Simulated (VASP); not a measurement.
Method: r2SCAN+rVV10, VASP's PBE PAW potentials (set 64) (plane waves; VASP).

Gaps are without spin-orbit coupling.

```
Quantity                                              Result
---------------------------------------------  -------------
volume per atom                                30.96 Å³/atom
band gap (over mesh and band path)                   2.52 eV
smallest direct gap (over mesh and band path)        2.52 eV
```

Question: Which relaxed crystal gives these values?
A) CsH, Fm-3m (225)
B) NaF, Fm-3m (225)
C) BaTiO3, P4mm (99)
D) GaSb, F-43m (216)

Answer: A, CsH, Fm-3m (225)
